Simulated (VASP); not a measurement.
Given:

```xyz
1
Lattice="-1.3807 1.3807 1.3807 1.3807 -1.3807 1.3807 1.3807 1.3807 -1.3807" Properties=species:S:1:pos:R:3 pbc="T T T"
Fe     0.0000     0.0000     0.0000
```
Starting moments (μB, in the order of the record's atoms Fe): 2.1.

Method: optB88-vdW, VASP's PBE PAW potentials (set 64) (plane waves; VASP). Settings: 520 eV cut-off, 18×18×18 Γ-centred mesh, first-order Methfessel-Paxton smearing of 0.10 eV, potentials Fe.

Task: The job: Fe (bcc), 1 atom, optB88-vdW, static run, 520 eV, 18×18×18 Γ-centred mesh. Roughly how much core time does it take on a busy server core?

Result: About 20 core-seconds (one run on a shared machine, a rough figure). It had 195 irreducible k-points, 9 bands, up to 321 plane waves and 14 electronic steps.

The compound is Fe in the bcc structure. This cell is one point of a volume scan, at 0.94 of the reference volume.
